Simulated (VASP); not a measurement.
LiTb3: single point with PBEsol

Crystal: LiTb3.

```
CELL_PARAMETERS angstrom
7.02532 0.00000 0.00000
-3.51266 6.08411 0.00000
0.00000 0.00000 5.54800
ATOMIC_POSITIONS crystal
Tb 0.33796 0.16898 0.75000
Tb 0.83102 0.16898 0.75000
Tb 0.83102 0.66204 0.75000
Tb 0.66204 0.83102 0.25000
Tb 0.16898 0.83102 0.25000
Tb 0.16898 0.33796 0.25000
Li 0.66667 0.33333 0.25000
Li 0.33333 0.66667 0.75000
```

The cell comes from a database or a generator and needn't be the stable form of this composition.

```json
{"Program": "VASP 6.6.1", "Task": "single point", "Functional": "PBEsol", "Potentials or basis": "VASP PAW PBE potentials, release 64 (Tb_3, Li_sv), 4f in core", "Cutoff": "520 eV", "k mesh": "5 × 5 × 5", "Occupations": "gaussian, width 0.02 eV", "Spin": "collinear spin, ferromagnetic start", "Starting moments": "[6.0, 6.0, 6.0, 6.0, 6.0, 6.0, 0.0, 0.0] μB", "Further INCAR settings": "ALGO = Normal; EDIFF = 1e-06; NBANDS = 44"}
```

```
Largest force                                         : 0.108 eV/Å
Band gap on the k mesh                                : none (metal or under the smearing width)
Net moment                                            : 0.62 μB per cell
Site moments                                          : Tb +0.06; Li +0.00 μB
Valence electrons inside the program's atomic spheres : Tb 7.75; Li 2.09
```

Forces on the atoms (eV/Å):
```
Tb  -0.094 -0.054  0.000
Tb   0.094 -0.054  0.000
Tb   0.000  0.108  0.000
Tb   0.094  0.054  0.000
Tb  -0.094  0.054  0.000
Tb   0.000 -0.108  0.000
Li   0.000  0.000  0.000
Li   0.000  0.000  0.000
```

Levels at points of the mesh, in eV from the Fermi level:
Spin up:
```csv
k point,band 28,band 29,band 30,band 31,band 32,band 33,band 34,band 35
"(0.00, 0.00, 0.00)",-0.72,-0.72,-0.16,-0.16,-0.03,-0.03,0.82,0.88
```
Spin down:
```
           k point  band 28  band 29  band 30  band 31  band 32  band 33
(0.00, 0.00, 0.00)    -0.66    -0.66    -0.08    -0.08     0.06     0.06
```

It took 12 min on 1 thread of Intel(R) Xeon(R) Platinum 8559C (Emerald Rapids), on a shared host, peak memory 0.54 GiB.

Caveat: the magnetic or orbital state may not be the lowest; the PAW data sets were made with another functional, which shifts forces and pressure a little; spin-orbit coupling is left out, which moves the levels of the heavy elements; the 4f electrons are frozen in the core as for a trivalent ion, so they carry no moment and show no levels. The state reached can hang on the start; a lower one may exist.
